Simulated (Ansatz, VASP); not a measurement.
## SbAs2P (CuAu-ordered zincblende type (invented)): VASP beside Ansatz

One calculation is typed for both programs; each brings its own data sets. How far apart do they land? The cell is generated by rule, not measured, and may not be a known phase. The cell is taken from a series of runs on this material, whose earlier steps may have relaxed, scaled, displaced or heated it; both programs get it as it stands.

Calculated with Ansatz 0.2.0; plane waves, with VASP 6.6.1 beside it; relaxation of cell and atoms at PBE.

## 1. Set-up

It takes space group P-4m2 (No. 115, tetragonal). The conventional cell has a = 3.742 Å, b = 3.742 Å, c = 7.450 Å, α = 90.00°, β = 90.00°, γ = 90.00°. Nearest to P lie 4 As at 2.45 Å. Nearest to Sb lie 4 As at 2.85 Å. As has 2 P at 2.45 Å and 2 Sb at 2.85 Å nearest. Farther neighbours are not listed.

## 2. VASP: relaxation of cell and atoms, PBE

The relaxed volume is the usual yardstick between codes: in a stiff, nearly cubic crystal its relative difference is about their pressure difference at one cell divided by the bulk modulus.

Lines of VASP's logs that name or quote its potential files are left out, and so is its time.

INCAR

```
SYSTEM = SbAs2P
PREC = Accurate
ENCUT = 500
EDIFF = 1E-07
NELM = 120
ISMEAR = 0
SIGMA = 0.1
LREAL = .FALSE.
ALGO = Normal
GGA = PE
NBANDS = 16
LORBIT = 11
LWAVE = .FALSE.
LCHARG = .FALSE.
ISIF = 3
IBRION = 2
NSW = 80
EDIFFG = -0.005
LASPH = .TRUE.
GGA_COMPAT = .FALSE.
NELMIN = 4
KPAR = 2
```

POSCAR

```
SbAs2P
1.0
    3.7417570000      0.0000000000      0.0000000000
    0.0000000000      3.7417570000      0.0000000000
    0.0000000000      0.0000000000      7.4496850000
P Sb As
1 1 2
Direct
    0.0000000000      0.0000000000      0.0000000000
    0.5000001336      0.5000001336      0.4999999329
    0.0000000000      0.5000001336      0.2116221021
    0.5000001336      0.0000000000      0.7883777636
```

KPOINTS

```
Automatic mesh
0
Gamma
12 12 6
0 0 0
```

PAW data sets: P, Sb and As (PBE family, release 64).

Run with:

```sh
$ mpirun -np 2 vasp_std
```

Numbers of over 12 decimals in the logs are rounded to 6 here.

The program printed:

```text
[banner, memory and clock lines left out]
running    2 mpi-ranks, on    1 nodes
 distrk:  each k-point on    1 cores,    2 groups
 distr:  one band on    1 cores,    1 groups

 POSCAR found type information on POSCAR P SbAs
 POSCAR found :  3 types and       4 ions
 LDA part: xc-table for (Slater+PW92), standard interpolation
 POSCAR, INCAR and KPOINTS ok, starting setup
 FFT: planning ... GRIDC
 FFT: planning ... GRID_SOFT
 FFT: planning ... GRID
 WAVECAR not read
 entering main loop
       N       E                     dE             d eps       ncg     rms          rms(c)
DAV:   1     0.741050677239E+02    0.74105E+02   -0.72479E+03  3584   0.967E+02
DAV:   2    -0.125326247179E+02   -0.86638E+02   -0.84050E+02  4832   0.154E+02
DAV:   3    -0.177149083626E+02   -0.51823E+01   -0.51386E+01  4832   0.416E+01
DAV:   4    -0.177664272972E+02   -0.51519E-01   -0.51499E-01  4216   0.489E+00
DAV:   5    -0.177671605189E+02   -0.73322E-03   -0.73312E-03  4800   0.582E-01    0.558E+00
DAV:   6    -0.177003988746E+02    0.66762E-01   -0.13208E-01  4464   0.159E+00    0.332E+00
DAV:   7    -0.176797600983E+02    0.20639E-01   -0.60983E-02  3992   0.139E+00    0.682E-01
DAV:   8    -0.176800447614E+02   -0.28466E-03   -0.69207E-03  4456   0.497E-01    0.136E-01
DAV:   9    -0.176800573621E+02   -0.12601E-04   -0.60014E-04  4304   0.147E-01    0.604E-02
DAV:  10    -0.176801334114E+02   -0.76049E-04   -0.21959E-04  4584   0.832E-02    0.217E-02
DAV:  11    -0.176801396215E+02   -0.62100E-05   -0.19109E-05  4024   0.256E-02    0.949E-03
DAV:  12    -0.176801424290E+02   -0.28075E-05   -0.52423E-06  4344   0.136E-02    0.296E-03
DAV:  13    -0.176801428501E+02   -0.42114E-06   -0.60185E-07  4360   0.450E-03    0.125E-03
DAV:  14    -0.176801428984E+02   -0.48335E-07   -0.42728E-08  2208   0.126E-03
   1 F= -.17680143E+02 E0= -.17677809E+02  d E =-.176801E+02
[...]
2 F= -.17680507E+02 E0= -.17678210E+02  d E =-.363831E-03
[...]
3 F= -.17680516E+02 E0= -.17678215E+02  d E =-.373231E-03
[...]
4 F= -.17680688E+02 E0= -.17678419E+02  d E =-.172227E-03
 trial-energy change:   -0.000172  1 .order   -0.000170   -0.000210   -0.000131
 step:   2.2011(harm=  2.6009)  dis= 0.00177  next Energy=   -17.680775 (dE=-0.259E-03)
 bond charge predicted
       N       E                     dE             d eps       ncg     rms          rms(c)
DAV:   1    -0.176809802386E+02   -0.29188E-03   -0.11359E-02  3976   0.501E-01    0.634E-02
DAV:   2    -0.176808579534E+02    0.12229E-03   -0.39680E-04  4552   0.110E-01    0.361E-02
DAV:   3    -0.176807925780E+02    0.65375E-04   -0.13944E-04  4296   0.544E-02    0.827E-03
DAV:   4    -0.176807923991E+02    0.17882E-06   -0.72738E-06  4648   0.142E-02    0.680E-03
DAV:   5    -0.176807926507E+02   -0.25156E-06   -0.28421E-07  3584   0.324E-03    0.245E-03
DAV:   6    -0.176807928299E+02   -0.17922E-06   -0.94228E-08  2032   0.191E-03    0.297E-04
DAV:   7    -0.176807928297E+02    0.16860E-09   -0.12234E-08  1848   0.756E-04
   5 F= -.17680793E+02 E0= -.17678564E+02  d E =-.276700E-03
 curvature:  -1.51 expect dE=-0.675E-05 dE for cont linesearch -0.557E-05
 trial: gam=-0.12149 g(F)=  0.991E-06 g(S)=  0.348E-05 ort = 0.313E-04 (trialstep = 0.122E+01)
 search vector abs. value=  0.784E-06
 reached required accuracy - stopping structural energy minimisation
```

Parts of OUTCAR (step 2):

```text
ion  position               nearest neighbor table
   1  0.000  0.000  0.000-   3 2.45   4 2.45   3 2.45   4 2.45
   2  0.500  0.500  0.500-   4 2.85   3 2.85   4 2.85   3 2.85
   3  0.000  0.500  0.212-   1 2.45   1 2.45   2 2.85   2 2.85
   4  0.500  0.000  0.788-   1 2.45   1 2.45   2 2.85   2 2.85

  LATTYP: Found a simple tetragonal cell.
 ALAT       =     3.7417570000
 C/A-ratio  =     1.9909590601

 Subroutine GETGRP returns: Found  8 space group operations
 (whereof  8 operations were pure point group operations)

The static configuration has the point symmetry D_2d.

 Found    112 irreducible k-points:

   k-points           NKPTS =    112   k-points in BZ     NKDIM =    112   number of bands    NBANDS=     16

   dimension x,y,z NGX =    28 NGY =   28 NGZ =   54
   dimension x,y,z NGXF=    56 NGYF=   56 NGZF=  108

   ENCUT  =  500.0 eV  36.75 Ry    6.06 a.u.   6.82  6.82 13.58*2*pi/ulx,y,z

   NELECT =      20.0000    total number of electrons

 k-points in reciprocal lattice and weights: Automatic mesh
   0.00000000  0.00000000  0.00000000       0.001
   0.08333333  0.00000000  0.00000000       0.005
   0.16666667  0.00000000  0.00000000       0.005
   0.25000000  0.00000000  0.00000000       0.005
   0.33333333  0.00000000  0.00000000       0.005
   0.41666667  0.00000000  0.00000000       0.005
   0.50000000  0.00000000  0.00000000       0.002
   0.08333333  0.08333333  0.00000000       0.005
   0.16666667  0.08333333  0.00000000       0.009
[...]
0.50000000  0.41666667  0.50000000       0.005
   0.50000000  0.50000000  0.50000000       0.001

 average (electrostatic) potential at core
       1 -84.8303       2 -88.0545       3 -50.2577       4 -50.2577

 E-fermi :   4.8624

 k-point     1 :       0.0000    0.0000    0.0000
  band No.  band energies     occupation
    ...
      5       1.0255      2.00000
      6       1.5015      2.00000
      7       1.5015      2.00000
      8       4.3946      2.00000
      9       4.3946      2.00000
     10       5.1450      0.00006
     11       5.7799      0.00000
     12       5.8204      0.00000
     13       5.8204      0.00000
     14       7.5637      0.00000
    ...

 k-point     2 :       0.0833    0.0000    0.0000
  band No.  band energies     occupation
    ...
      5       0.9560      2.00000
      6       1.2907      2.00000
      7       1.5351      2.00000
      8       4.0780      2.00000
      9       4.4077      2.00000
     10       5.2418      0.00000
     11       5.5632      0.00000
     12       5.8778      0.00000
     13       6.1271      0.00000
     14       7.8858      0.00000
    ...

 k-point     3 :       0.1667    0.0000    0.0000
  band No.  band energies     occupation
    ...
      6       1.0414      2.00000
      7       1.6306      2.00000
      8       3.5519      2.00000
      9       4.4407      2.00000
     10       4.8089      1.54997
     11       5.5954      0.00000
     12       6.0476      0.00000
     13       7.0129      0.00000
     14       8.2104      0.00000
     15       8.7710      0.00000
    ...

  Total       -0.0120043     -0.0120043     -0.0007856      0.0000000     -0.0000000      0.0000000
  in kB       -0.1845760     -0.1845760     -0.0120795      0.0000000     -0.0000000      0.0000000
  external PRESSURE =      -0.1270772 kB  Pullay stress =       0.0000000 kB

  energy-cutoff  :      500.00
  volume of cell :      104.20
      direct lattice vectors                 reciprocal lattice vectors
     3.732106424  0.000000000  0.000000000     0.267945199  0.000000000  0.000000000
     0.000000000  3.732106424 -0.000000000     0.000000000  0.267945199  0.000000000
     0.000000000 -0.000000000  7.481072886     0.000000000  0.000000000  0.133670667

 POSITION                                       TOTAL-FORCE (eV/Angst)
 -----------------------------------------------------------------------------------
      3.73211      0.00000      0.00000         0.000000     -0.000000      0.000000
      1.86605      1.86605      3.74054        -0.000000      0.000000      0.000000
      3.73211      1.86605      1.58103        -0.000000      0.000000     -0.003204
      1.86605     -0.00000      5.90004        -0.000000     -0.000000      0.003204
 -----------------------------------------------------------------------------------
    total drift:                               -0.000187     -0.000187      0.000257

  FREE ENERGIE OF THE ION-ELECTRON SYSTEM (eV)
  ---------------------------------------------------
  free  energy   TOTEN  =       -17.6807928297 eV

  energy  without entropy=      -17.6763350276  energy(sigma->0) =      -17.67856393

 reached required accuracy - stopping structural energy minimisation

 total charge
# of ion       s       p       d       tot
------------------------------------------
    1        1.089   1.314   0.000   2.403
    2        1.249   1.055   0.038   2.342
    3        1.307   1.340   0.045   2.692
    4        1.307   1.340   0.045   2.692
--------------------------------------------------
tot          4.952   5.048   0.128  10.128

[... 3 further parts left out ...]
```

## 3. Ansatz: relaxation of cell and atoms, PBE

Ansatz runs on its default PAW (the set named soft_2) files.

The same cell, functional, mesh and smearing now go to Ansatz, which takes its cutoff from its data sets.

input.yaml

```yaml
crystal:
  lattice:
    - [3.7417574804, 0.0, 0.0]
    - [0.0, 3.7417574804, 0.0]
    - [0.0, 0.0, 7.4496847585]
  atoms:
    - { symbol: P, position: [0.0, 0.0, 0.0] }
    - { symbol: Sb, position: [0.5, 0.5, 0.5] }
    - { symbol: As, position: [0.0, 0.5, 0.2116221529] }
    - { symbol: As, position: [0.5, 0.0, 0.7883778471] }
kpoints:
  mp_grid: { grid: [12, 12, 6] }
hamiltonian:
  xc: pbe
scf:
  occupations: { method: gaussian, width: 0.1 }
output:
  forces: true
  stress: true
  eigenvalues: true
relax:
  adjacent_minimum: "off"
  f_tol: 0.005
  max_steps: 80
  cell: { stress_tol: 0.05 }
```

Run with:

```sh
$ ansatz run input.yaml --threads 2 --pin off --max-ram 5120MiB --backend cpu --events-out ev --progress --plain --runs-dir out
```

The program printed:

```text
Engine: ansatz 0.2.0, x86_64-unknown-linux-gnu
Pseudopotentials: kind: paw
Pseudopotential: P, paw, valence charge 5, recommended cutoff 420 eV (normal), P.paw.azcp
Pseudopotential: Sb, paw, valence charge 15, recommended cutoff 420 eV (normal), Sb.paw.azcp
Pseudopotential: As, paw, valence charge 15, recommended cutoff 420 eV (normal), As.paw.azcp
Functional definition: PBE
  parameter kappa = 0.804
  parameter beta = 0.066725
  exchange = pbe_x(kappa = kappa, mu = beta*pi^2/3)
  correlation = pbe_c(beta = beta)
Crystal: 4 atoms, lattice volume = 104.301 Å³
Basis set: ecut = 420 eV, 2041 PW (Γ), exchange–correlation on 54×54×100 points (8 copies of the dense FFT grid, shifted against one another)
Bands: 30, of which v1, the nominal top of the filled ones, is band 25 counted from 1 (24 counted from 0)
Symmetry: 8 space group operations
Space group: P-4m2 (ITA 115), of the structure as read, at distance tolerance 4.7e-5 Å
k-points: 112 of 864 (time reversal used)
Non-local potential: P, projectors of the file, l = 0: 2, l = 1: 2, l = 2: 2
Non-local potential: Sb, projectors of the file, l = 0: 2, l = 1: 2, l = 2: 2, l = 3: 2
Non-local potential: As, projectors of the file, l = 0: 2, l = 1: 2, l = 2: 3, l = 3: 1
PAW form: soft (Blöchl's): semilocal exchange-correlation on the pseudo side does not see the compensation charge
PAW one-centre angular grid: P, 110 points (default); XC on 64 Gauss nodes
PAW one-centre angular grid: Sb, 590 points (default); XC on 64 Gauss nodes
PAW one-centre angular grid: As, 590 points (default); XC on 64 Gauss nodes
Initial density: superposition of atomic densities (neutral atoms: chi_scale 0, normalization atom), corrected by the library's trained network
Initial wavefunctions: pseudopotential atomic-orbital guess
Functional: x = pbe(κ = 0.804, μ = 0.219515), c = pbe(β = 0.066725)
SCF iter   1: F=—  HF=-16951.274998 eV  |F-HF|=—  |Δ(HF+E_count)|=         —  Δρ=3.66e-3  dr2=5.28e-2  ethr=1.77e-3  ⟨swp⟩=6.4  Hψ=14792  notcnv=0
preconditioner: auto → LDOS  [metal: Δε(μ)=0.023 eV  Ē_g=8.152 eV  σ=0.100 eV  W_gap=0.13  n_scr=28 (ndim 8)  ℏωp=16.3 eV  f_vac=0.013  D(μ)=0.86/eV (n_scr^D=2)  β→1.0]
SCF iter   2: F=—  HF=-16951.273241 eV  |F-HF|=—  |Δ(HF+E_count)|=   1.76e-3  Δρ=2.44e-3  dr2=4.66e-2  ethr=1.06e-4  ⟨swp⟩=2.1  Hψ=5207  notcnv=0  defer=80
SCF iter   3: F=—  HF=-16951.266273 eV  |F-HF|=—  |Δ(HF+E_count)|=   6.97e-3  Δρ=4.69e-4  dr2=9.54e-4  ethr=9.33e-5  ⟨swp⟩=2.0  Hψ=4299  notcnv=0  defer=80
SCF iter   4: F=—  HF=-16951.266171 eV  |F-HF|=—  |Δ(HF+E_count)|=   1.02e-4  Δρ=9.94e-5  dr2=1.15e-5  ethr=1.91e-6  ⟨swp⟩=2.3  Hψ=4253  notcnv=0  defer=80
SCF iter   5: F=—  HF=-16951.266163 eV  |F-HF|=—  |Δ(HF+E_count)|=   8.37e-6  Δρ=2.92e-5  dr2=1.38e-6  ethr=2.29e-8  ⟨swp⟩=2.9  Hψ=5395  notcnv=0  defer=21
SCF iter   6: F=-16951.266163 eV  HF=-16951.266163 eV  |F-HF|=1.54e-8  |Δ(HF+E_count)|=   7.24e-7  Δρ=5.45e-6  dr2=5.29e-8  ethr=2.00e-10  ⟨swp⟩=7.9  Hψ=18117  notcnv=0
SCF 1 converged in 6 iterations: F = -16951.266163 eV  dr2 = 5.29e-8
  greatest PAW one-centre occupation: 0.999 electrons in one spin orbital (limit 2), on the As atom at site 3 (counted from 0), in its partial waves of l = 2
relax step   1: F+E_penalty+E_count = -16951.26616346 eV  Δ(F+E_penalty+E_count) = +0.000e0 eV  max|allowed force component| = 2.797e-2 eV/Å  Δτ_max = 0.0000 Å  P = +0.057 GPa  Ω = 104.301 Å³  (6 SCF iters, dr2 threshold 1.00e-7 eV, accepted)
[...]
relax step   2: F+E_penalty+E_count = -16951.26676285 eV  Δ(F+E_penalty+E_count) = -5.994e-4 eV  max|allowed force component| = 1.140e-2 eV/Å  Δτ_max = 0.0040 Å  P = -0.143 GPa  Ω = 104.340 Å³  energy of the carried Pulay correction = -5.530e-6 eV  (4 SCF iters, dr2 threshold 2.45e-7 eV, accepted)
[...]
relax step   3: F+E_penalty+E_count = -16951.26693871 eV  Δ(F+E_penalty+E_count) = -1.759e-4 eV  max|allowed force component| = 9.792e-3 eV/Å  Δτ_max = 0.0024 Å  P = +0.016 GPa  Ω = 104.003 Å³  energy of the carried Pulay correction = +4.241e-5 eV  (5 SCF iters, dr2 threshold 9.45e-8 eV, accepted)
[...]
relax step   4: F+E_penalty+E_count = -16951.26694897 eV  Δ(F+E_penalty+E_count) = -1.027e-5 eV  max|allowed force component| = 4.426e-4 eV/Å  Δτ_max = 0.0012 Å  P = -0.001 GPa  Ω = 104.024 Å³  energy of the carried Pulay correction = +3.948e-5 eV  (5 SCF iters, dr2 threshold 5.99e-9 eV, accepted)
[...]
relax step   5: F+E_penalty+E_count = -16951.26691411 eV  Δ(F+E_penalty+E_count) = +3.487e-5 eV  max|allowed force component| = 4.413e-4 eV/Å  Δτ_max = 0.0000 Å  P = -0.001 GPa  Ω = 104.024 Å³  stress off target by 1.86e-3 GPa  SCF on the basis re-selected at this cell (its energy is not comparable with the rows above)  (5 SCF iters)
basis re-selected at this cell: Δ(F+E_penalty+E_count) = +3.487e-5 eV, ΔP = -0.000 GPa vs the last step (what re-selecting the basis moved, of the pressure what is left beyond the Pulay correction that the steps carried, after the strain that the cell walked since its last selection, with what the two solves' SCF thresholds leave and, on support functions, any second-order correction that the steps lacked; it is no measure of the basis error at this ecutwfc). The dense FFT grid was sized anew with the basis: this SCF ran on 25×25×54 points, the steps before it on 27×27×50, so part of this shift can come from that change (see relax.cell in the input reference). [rest of the remark cut]
SCF converged after 5 iterations
Free energy (F): -16951.266914 eV
Harris-Foulkes:  -16951.266914 eV  (|F-HF|=2.18e-11)
Internal energy: -16951.262461 eV  (E = F + TS)
E sigma→0 (E₀):  -16951.264687 eV
Entropy (-TS):   -0.004453 eV (-1.113 meV/atom)
Fermi energy:    8.079369 eV
--- Per-component energies (eV) ---
  E_band       = -723.285484
  E_kinetic    = 478.772976
  E_local      = -5697.039660  (includes V_loc(G=0)·N_el)
  E_nonlocal   = -946.448724
  E_hartree    = 2894.131120
  E_xc         = -356.556390
  E_vxc        = -312.895443  (∫ρ·V_xc dr)
  E_paw        = -8812.619345  (= ΣΔE_a)
  E_vpaw       = -33.936852  (= ΣTr[D̂ρ^β])
  E_aug_tail   = 0.000019  (compensation charges beyond the density's cutoff)
  E_ewald      = -4511.502457
  E_smearing   = -0.004453  (= −TS)
  E_closure    = 0.000000  (closes the sum)
  Σ components = -16951.266914   (vs F -16951.266914, Δ=0.00e0)
--- Forces (eV/Å), atoms counted from 1 ---
  atom   1  P     -0.00000000    -0.00000000    -0.00000000
  atom   2  Sb    -0.00000000    -0.00000000    -0.00000000
  atom   3  As     0.00000000     0.00000000     0.00044133
  atom   4  As     0.00000000    -0.00000000    -0.00044133
  max |Σ_I F_I| component: 4.85e-16 eV/Å
--- Stress (GPa, compression-positive) ---
       -0.001859       0.000000      -0.000000
        0.000000      -0.001859       0.000000
       -0.000000       0.000000      -0.000041
  P = ⅓ Tr σ = -0.0013 GPa (-0.013 kbar)
--- Band table (eV; the first three rows and the last of 112) ---
  k-point 0: bands = [... 21 lower, 4.7073, 7.6182, 7.6182, 8.3600, 8.9950, 9.0453, 9.0453, 10.7899, ... 1 higher]
  k-point 1: bands = [... 21 lower, 4.9928, 7.4190, 7.4190, 8.3213, 8.9643, 9.3943, 9.3943, 10.6129, ... 1 higher]
  k-point 2: bands = [... 21 lower, 6.2060, 7.1315, 7.1315, 8.0810, 8.8785, 10.1345, 10.1345, 10.2140, ... 1 higher]
  k-point 111: bands = [... 21 lower, 3.3694, 3.9415, 7.5311, 7.5311, 7.6118, 8.3498, 9.6333, 9.9307, ... 1 higher]
--- Relaxed structure (4 steps of the walk, 4 accepted, 1 SCFs on fresh bases) ---
  F+E_penalty+E_count = -16951.26691411 eV   max|allowed force component| = 4.413e-4 eV/Å   (the final SCF, on the basis selected at the relaxed cell)
  cell:  # Å, volume = 104.0235 Å³
    - [3.728765, 0.0, -1.5284518640712096e-18]
    - [0.0, 3.728765, 0]
    - [-3.0430845974162293e-18, 0, 7.481721]
  atoms:
    - { symbol: P, position: [0, 0, 0] }
    - { symbol: Sb, position: [0.5, 0.5, 0.500000] }
    - { symbol: As, position: [0, 0.5, 0.210930] }
    - { symbol: As, position: [0.5, 0, 0.789070] }
```

## 4. Differences

Known differences besides the potentials themselves: the data sets hold 50 valence electrons in Ansatz (on its default PAW (the set named soft_2) files) and 20 in VASP; the cutoff is 420 eV in Ansatz and 500 eV in VASP; Ansatz adds a Pulay correction to the stress that steers its cell, VASP none. Total energies have different zeros and are not compared.

Both answers:

```csv
quantity,Ansatz,VASP,difference
volume (Å³),104.02,104.20,-0.17 %
"edge a after relaxation, in the typed setting (Å)",3.729,3.732,-0.09 %
"edge c after relaxation, in the typed setting (Å)",7.482,7.481,+0.01 %
```

## 5. Summary of results

- difference in volume (relaxation of cell and atoms, PBE): -0.17 %

What this shows: The difference in volume is -0.17 % (relaxation of cell and atoms, PBE), within the 1.2 % picked in this series as the mark of a large difference, as far as the stopping tolerances let one tell. The data sets hold unlike numbers of valence electrons (50 in Ansatz and 20 in VASP), so part of the differences comes from the potentials. 1 further run of this series is not shown here. How closely two codes agree says nothing of how well the functional describes the real material.

[Lines on the potential files, build, host, timing and source positions are cut from VASP's logs without a mark.]

[Logs are printed without paths, hosts, clocks, repeated set-up lines and the standing remarks that a program may print on its own settings, such as how far it seeks lower states.]

[Hosts, paths, dates, database ids (printed as entryN), source tags and the programs' standing remarks are cut or masked in the printed files.]
